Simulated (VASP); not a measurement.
An input for Ansatz (written as the equivalent of a VASP run, and not itself run):

Ansatz 0.2 input:
```yaml
crystal:
  lattice:
    - [1.9706539, -7.3366549, 0.0000000]
    - [1.9706539, 7.3366549, 0.0000000]
    - [0.0000000, 0.0000000, 5.6045139]
  atoms:
    - { symbol: La, position: [0.8272522, 0.1727478, 0.1676737] }
    - { symbol: La, position: [0.1727478, 0.8272522, 0.6676737] }
    - { symbol: Ta, position: [0.5853838, 0.4146162, 0.2166067] }
    - { symbol: Ta, position: [0.4146162, 0.5853838, 0.7166067] }
    - { symbol: O, position: [0.9127568, 0.0872432, 0.7518166] }
    - { symbol: O, position: [0.0872432, 0.9127568, 0.2518166] }
    - { symbol: O, position: [0.4689419, 0.5310581, 0.0596900] }
    - { symbol: O, position: [0.5310581, 0.4689419, 0.5596900] }
    - { symbol: O, position: [0.6998033, 0.3001967, 0.4244765] }
    - { symbol: O, position: [0.3001967, 0.6998033, 0.9244765] }
    - { symbol: O, position: [0.6644151, 0.3355849, 0.9463466] }
    - { symbol: O, position: [0.3355849, 0.6644151, 0.4463466] }
kpoints:
  mp_grid: { grid: [5, 5, 4] }
hamiltonian:
  xc: pbesol
  pseudopotentials: { kind: paw }
scf:
  occupations: { method: gaussian, width: 0.05 }
  max_iter: 100
relax:
  max_steps: 60
  f_tol: 0.02
  cell: {}
output: { forces: true, stress: true, eigenvalues: true }
```

Problem. Write the VASP files for the same calculation (PBEsol).

Solution. This is not unique; one that fits is 
**KPOINTS**
```
Automatic
0
Gamma
  5 5 4
0 0 0
```

INCAR:
```
SYSTEM  =  LaTaO4
PREC  =  Accurate; ENCUT  =  520; LREAL  =  .FALSE.
LASPH  =  .TRUE.
EDIFF  =  1E-6; NELM  =  100; ALGO  =  Normal
LMAXMIX  =  6
ISMEAR  =  0; SIGMA  =  0.05
GGA  =  PS
IBRION  =  2; NSW  =  60; ISIF  =  3
EDIFFG  =  -0.02
LWAVE  =  .FALSE.; LCHARG  =  .FALSE.
```

POSCAR:
```
LaTaO4
1
    1.9706538716    -7.3366549213     0.0000000000
    1.9706538716     7.3366549213     0.0000000000
    0.0000000000     0.0000000000     5.6045138718
La Ta O
2 2 8
Direct
  0.8272521731   0.1727478269   0.1676736669
  0.1727478269   0.8272521731   0.6676736669
  0.5853838100   0.4146161900   0.2166067131
  0.4146161900   0.5853838100   0.7166067131
  0.9127567731   0.0872432269   0.7518165617
  0.0872432269   0.9127567731   0.2518165617
  0.4689418633   0.5310581367   0.0596900025
  0.5310581367   0.4689418633   0.5596900025
  0.6998032698   0.3001967302   0.4244764799
  0.3001967302   0.6998032698   0.9244764799
  0.6644150524   0.3355849476   0.9463465759
  0.3355849476   0.6644150524   0.4463465759
```

POTCAR, in this order: La Ta_pv O (PBE.64 set). Program: vasp_std.

What does not carry over: each code has its own PAW files, so the cut-off isn't converted (ENCUT is set for VASP's; basis.ecutwfc is left out, and Ansatz then takes the one that its files recommend); Ansatz stops its SCF on the density residual and VASP on the energy change (EDIFF).

The structure comes from a computed database's LaTaO4 entry (Cmc2_1); how it stands against other phases isn't given here. This run relaxes it. Symmetry was kept, so distortions that lower it aren't found. The start is the result of an earlier pass.
